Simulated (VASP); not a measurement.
Here is the system:

```
CELL_PARAMETERS angstrom
      0.00000     2.73044     2.73044
      2.73044     0.00000     2.73044
      2.73044     2.73044     0.00000
ATOMIC_POSITIONS crystal
  K  0.00000 0.00000 0.00000
  F  0.50000 0.50000 0.50000
```

The numbers are results of PW91 GGA, VASP's PBE PAW potentials (set 64) (plane waves; VASP 6.6.1), not measurements. Numerical set-up: 520 eV cut-off, 8×8×8 Γ-centred mesh, Gaussian smearing of 0.050 eV, potentials K_sv F.

Problem. Predict the energy per atom (σ→0), band gap (on the k-mesh) with the smallest direct gap where there is one.

Solution. 
```
Property                                      Value
-----------------------------------  --------------
band gap (on the k-mesh)                    5.91 eV
smallest direct gap (on the k-mesh)         5.91 eV
energy per atom (σ→0)                -4.194 eV/atom
```

Total energies compare only between runs with the same potentials, cut-off and functional.

The compound is KF in the rock salt structure. This cell is one point of a volume scan, at 1.03 of the reference volume.
